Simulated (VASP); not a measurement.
```
CELL_PARAMETERS angstrom
      0.00000     2.98372     2.98372
      2.98372     0.00000     2.98372
      2.98372     2.98372     0.00000
ATOMIC_POSITIONS crystal
  Pb 0.00000 0.00000 0.00000
  S  0.50000 0.50000 0.50000
```

Method: PBE GGA with D3 dispersion (zero damping), VASP's PBE PAW potentials (set 64) (plane waves; VASP 6.6.1). Run with 520 eV cut-off, 8×8×8 Γ-centred mesh, Gaussian smearing of 0.050 eV, potentials Pb_d S.

Unless said otherwise, spin-orbit coupling is left out, though it shifts the bands of the heavy elements here.

Q: Predict the energy per atom (σ→0), band gap (on the k-mesh) with the smallest direct gap where there is one.

A: 
```yaml
band gap (on the k-mesh): 0.43 eV
smallest direct gap (on the k-mesh): 0.43 eV
energy per atom (σ→0): -4.587 eV/atom
```

Only differences to runs with the same potentials and settings are physical.

The compound is PbS in the rock salt structure. It was relaxed first.
